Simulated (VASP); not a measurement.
Calculation: LDA (Ceperley-Alder, Perdew-Zunger), VASP's LDA PAW potentials (set 64) (plane waves; VASP).

Input for VASP

POSCAR:
```
AuAl2
1.0
  0.0000000000   2.9113948613   2.9113948613
  2.9113948613   0.0000000000   2.9113948613
  2.9113948613   2.9113948613   0.0000000000
Al Au
2 1
Cartesian
  1.4556974306   1.4556974306   1.4556974306
  4.3670922919   4.3670922919   4.3670922919
  0.0000000000   0.0000000000   0.0000000000
```

### INCAR
```
! general
SYSTEM =AuAl2
PREC   =Accurate
ENCUT  =500   ! plane-wave cut-off (eV)
LREAL  =.False.
LASPH  =.True.   ! aspherical one-centre terms

! electronic loop
EDIFF  =1E-6
NELM   =100   ! most electronic steps
ALGO   =Normal
LMAXMIX=6

! smearing
ISMEAR =1   ! Methfessel-Paxton
SIGMA  =0.1

! ions
IBRION =2   ! conjugate gradients
NSW    =40
ISIF   =3   ! ions, shape and volume
EDIFFG =-0.02   ! ionic stop
PSTRESS=200

! output
LWAVE  =.False.
LCHARG =.False.
```

File KPOINTS:
```
Automatic mesh
0
Gamma
9 9 9
0 0 0
```

POTCAR, in this order: Al Au (LDA.64 set). Program: vasp_std.

Energy and stress use the plane-wave basis of the starting cell. Unless said otherwise, spin-orbit coupling is left out, though it shifts the bands of the heavy elements here.

Problem. Predict the energy per atom (σ→0), volume per atom, band gap (on the k-mesh).

Solution. 
```yaml
energy per atom (σ→0): -4647 meV/atom
band gap (on the k-mesh): none (metal, semimetal or under 0.01 eV)
volume_per_atom: 15.59 Å³/atom
```

OSZICAR:
```
...
   3 F= -.81040530E+01 E0= -.81043547E+01  d E =-.850672E-01
       N       E                     dE             d eps       ncg     rms          rms(c)
DAV:   1    -0.139413488617E+02    0.98624E-02   -0.78289E-03   940   0.104E+00    0.143E-01
DAV:   2    -0.139408181062E+02    0.53076E-03   -0.20481E-03   940   0.572E-01    0.417E-02
DAV:   3    -0.139408099576E+02    0.81485E-05   -0.41149E-05   896   0.623E-02    0.248E-02
DAV:   4    -0.139408050392E+02    0.49184E-05   -0.13263E-05   884   0.221E-02    0.381E-03
DAV:   5    -0.139408048493E+02    0.18994E-06   -0.13033E-06   460   0.140E-02
   4 F= -.81041403E+01 E0= -.81044471E+01  d E =-.851545E-01
```

The compound is AuAl2 in the fluorite structure. This run relaxes it under an external pressure of 20 GPa. Symmetry was kept, so distortions that lower it aren't found. The electron count is odd and the run is not spin-polarised, which forces a metal.
